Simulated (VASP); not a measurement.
Runs of VASP 6.6.1 on BN. The structure is cubic, space group F-43m (No. 216). Conventional cell: a = 3.625 Å, b = 3.625 Å, c = 3.625 Å, α = 90.00°, β = 90.00°, γ = 90.00°. B (site symmetry -43m) is surrounded by 4 N at 1.57 Å. N (site symmetry -43m) has 4 B at 1.57 Å as nearest neighbours. The cell is a database's computed one.

```csv
level,potentials or basis,k mesh,grid for exact exchange (PRECFOCK),screening parameter,exchange at q = 0,gap on the mesh (eV)
HSE06,"VASP PAW PBE potentials, release 64 (B, N)",12 × 12 × 12,Fast,0.2 1/A,-,5.78
r2SCAN,"VASP PAW PBE potentials, release 64 (B, N)",16 × 16 × 16,-,-,-,(a)
LDA,"VASP PAW LDA potentials, release 64 (B, N)",16 × 16 × 16,-,-,-,4.33
PBE0,"VASP PAW PBE potentials, release 64 (B, N)",12 × 12 × 12,Fast,-,truncated,6.52
```

Alike in all rows: task band structure; no spin polarisation; cell as given; cutoff (eV) 450; smearing gaussian 0.02 eV.

Q: Estimate the missing entries.

A: (a) 4.96.

Runs at the PBE level aren't shown here.
